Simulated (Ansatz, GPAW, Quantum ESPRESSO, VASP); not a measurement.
# Code comparison for InBi (P4/nmm, 4 atoms in the cell)

Self-consistent single point.

```xyz
4
Lattice="4.8480 0.0000 0.0000 0.0000 4.8480 0.0000 0.0000 0.0000 5.1554" Properties=species:S:1:pos:R:3 pbc="T T T"
In     2.4240     2.4240     0.0000
In     0.0000     0.0000     0.0000
Bi     2.4240     0.0000     1.8560
Bi     0.0000     2.4240     3.2994
```

All programs got the same cell, k-point mesh and kind of occupations (in Ansatz's words: kpoints.mp_grid.grid = 5 5 5; scf.occupations.method = gaussian; scf.occupations.width = 0.272 eV); potentials, basis and cutoffs are each program's usual ones.

| code | model | pressure (GPa) | largest force (eV/Å) | cutoff |
|---|---|---|---|---|
| Quantum ESPRESSO | PBEsol, PseudoDojo standard norm-conserving (PBESOL) pseudopotentials | 0.23 | 0.435 | 70 Ry |
| Ansatz | PBEsol, PAW files made with PBE | 0.22 | 0.423 | default |
| GPAW | PBEsol, GPAW PAW datasets PBEsol (made by gpaw-setup) | 0.00 | 0.383 | 600 eV |
| VASP | PBEsol, VASP's PBE PAW potentials (set 64) | -0.28 | 0.420 | 300 eV |

The spread over the programs that give each value: pressure within 0.51 GPa; largest force within 0.052 eV/Å.

The starting cell comes from a database of computed structures (which also holds hypothetical and non-ambient phases and stackings), without a prior relaxation at this level. Its lattice was rescaled by a random factor within 2.5 % of one. On Ansatz's run: Spin-orbit coupling is off.

**Question.** Why do the programs differ, and what cannot be compared?

**Answer.** Differences of this kind can come from the potentials, where these differ, and from what each basis and cutoff leave unconverged. The zero of total energies and Fermi levels follows the potentials and each program's conventions, so they are not compared here. Ansatz's pressure is given at a fixed set of plane waves, as the other plane-wave codes print theirs.

VASP's run is marked for a possible Pulay error in its stress at this cutoff; no cutoff test was made.

Left out of this page: ABINIT, Elk, FLEUR and SIESTA (not drawn, or without a comparable value).

Ansatz is a first-principles code.

Keys are those of Ansatz 0.2.
